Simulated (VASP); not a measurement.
Here is the system:

```
CELL_PARAMETERS angstrom
      0.00000     2.26603     2.26603
      2.26603     0.00000     2.26603
      2.26603     2.26603     0.00000
ATOMIC_POSITIONS crystal
  Cd 0.00000 0.00000 0.00000
  O  0.50000 0.50000 0.50000
```

All values below come from PBE GGA, VASP's PBE PAW potentials (set 64) (plane waves; VASP 6.6.1). Settings: 620 eV cut-off, 14×14×14 Γ-centred mesh, first-order Methfessel-Paxton smearing of 0.10 eV, potentials Cd O.

Problem. What does the run give for the energy per atom (σ→0), pressure, band gap (on the k-mesh) with the smallest direct gap where there is one?

Solution. 
* **band gap (on the k-mesh)**: none (metal, semimetal or under 0.01 eV)
* **energy per atom (σ→0)**: -3.700 eV/atom
* **pressure**: 29.73 GPa

The compound is CdO in the rock salt structure. It was relaxed first under an external pressure of 30 GPa.
